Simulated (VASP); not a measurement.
Given:

```
B
1.0
    1.87880     0.00000     0.00000
    0.00000     1.87880     0.00000
    0.00000     0.00000     1.87880
B
1
Direct
  0.00000   0.00000   0.00000
```

Level of theory: PBEsol GGA, VASP's PBE PAW potentials (set 64) (plane waves; VASP 6.6.1). Settings: 520 eV cut-off, 21×21×21 Γ-centred mesh, tetrahedra with Blöchl corrections, potentials B.

Question: Predict the energy per atom (σ→0), band gap (on the k-mesh) with the smallest direct gap where there is one.

Answer: 
The band gap (on the k-mesh) is none (metal, semimetal or under 0.01 eV) and the energy per atom (σ→0) is -5.983 eV/atom.

Only differences to runs with the same potentials and settings are physical.

The structure was generated: B was put into the simple-cubic type (Pm-3m), which need not be its known phase. It was relaxed first.
